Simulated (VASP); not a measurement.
## LiTi: relaxation of the atoms with PBE+D2

LiTi, a sheet with vacuum:

```
Li Ti
1.0
     3.63898    0.00000    0.00000
     0.00000    3.63898    0.00000
     0.00000    0.00000   23.80000
Li Ti
1 1
Direct
  0.00000 0.00000 0.29412
  0.50000 0.50000 0.29412
```

The cell was built by a generator and needn't be a form met in nature.

```yaml
Program: VASP 6.6.1
Task: relaxation of the atoms
Functional: PBE
Dispersion: D2
Potentials_or_basis: VASP PAW PBE potentials, release 64 (Li_sv, Ti_sv)
Cutoff: 520 eV
k_mesh: 7 × 7 × 1
Occupations: fermi-dirac, width 0.05 eV
Spin: no spin polarisation
Dipole_correction: yes
Atoms_held_fixed_from_0: "[0]"
Further_INCAR_settings: ALGO = Normal; EDIFF = 1e-07; IBRION = 2; EDIFFG = -0.01; NSW = 40
```

```
Band gap on the k mesh     : none (metal or under the smearing width)
Dispersion energy per atom : -0.236 eV
```

Final structure:
```xyz
2
Lattice="3.6390 0.0000 0.0000 0.0000 3.6390 0.0000 0.0000 0.0000 23.8000" Properties=species:S:1:pos:R:3 pbc="T T T"
Li    0.0000    0.0000    7.0001
Ti    1.8195    1.8195    7.0001
```

Levels at points of the mesh, in eV from the Fermi level:
| k point | band 6 | band 7 | band 8 | band 9 | band 10 | band 11 |
| --- | --- | --- | --- | --- | --- | --- |
| (0.00, 0.00, 0.00) | -3.15 | -0.32 | 0.15 | 0.27 | 0.87 | 0.87 |

Wall time 50 s on 1 thread of Intel(R) Xeon(R) Platinum 8375C CPU @ 2.90GHz (Ice Lake), with other jobs on the host, peak memory 0.37 GiB.

Caveat: the relaxation stopped at its first step, so nothing moved; atom-pairwise D2, TS and ULG terms overbind metals.
